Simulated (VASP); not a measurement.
Calculation: PBEsol GGA, VASP's PBE PAW potentials (set 64) (plane waves; VASP 6.6.1).

The input files of a VASP run:

INCAR:
```
# general
SYSTEM  = BaLiF3
PREC    = Accurate
ENCUT   = 520
LREAL   = .False.
LASPH   = .True.
NBANDS  = 63

# electronic loop
EDIFF   = 1E-7
NELM    = 100
ALGO    = Normal
LMAXMIX = 4

# smearing
ISMEAR  = 0
SIGMA   = 0.01

# functional
GGA     = PS

# output
LWAVE   = .False.
LCHARG  = .False.
NEDOS   = 1001

# other
LOPTICS = .True.
CSHIFT  = 0.1
```

**POSCAR**
```
BaLiF3
1
    3.9721025115     0.0000000000     0.0000000000
    0.0000000000     3.9721025115     0.0000000000
    0.0000000000     0.0000000000     3.9721025115
Ba Li F
1 1 3
Direct
  0.0000000000   0.0000000000   0.0000000000
  0.5000000000   0.5000000000   0.5000000000
  0.0000000000   0.5000000000   0.5000000000
  0.5000000000   0.0000000000   0.5000000000
  0.5000000000   0.5000000000   0.0000000000
```

File KPOINTS:
```
Regular mesh
0
Gamma
  7 7 7
0 0 0
```

POTCAR, in this order: Ba_sv Li_sv F (PBE.64 set). Program: vasp_std.

Problem. What will the output report for the number of irreducible k-points (NKPTS), largest plane-wave count, number of space-group operations, FFT grid (NGX, NGY, NGZ)?

Solution. 
The number of irreducible k-points (NKPTS) is 20, the largest plane-wave count is 1743 and the number of space-group operations is 48. The FFT grid (NGX, NGY, NGZ) comes out as 30 × 30 × 30.

The structure comes from a computed database's BaLiF3 entry (Pm-3m); how it stands against other phases isn't given here. It was relaxed first.
